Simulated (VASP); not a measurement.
Data:

```
CELL_PARAMETERS angstrom
      0.00000     2.35703     2.35703
      2.35703     0.00000     2.35703
      2.35703     2.35703     0.00000
ATOMIC_POSITIONS crystal
  Zr 0.00000 0.00000 0.00000
  C  0.50000 0.50000 0.50000
```

All values below come from optB88-vdW, VASP's PBE PAW potentials (set 64) (plane waves; VASP). Run with 520 eV cut-off, 15×15×15 Γ-centred mesh, tetrahedra with Blöchl corrections, potentials Zr_sv C.

### Question
Predict the energy per atom (σ→0), band gap (on the k-mesh) with the smallest direct gap where there is one.

### Answer

| Property | Value |
|---|---|
| band gap (on the k-mesh) | none (metal, semimetal or under 0.01 eV) |
| energy per atom (σ→0) | -7.866 eV/atom |

The absolute energy has meaning only against runs of the same code, potentials and settings.

The compound is ZrC in the rock salt structure. It was relaxed first.
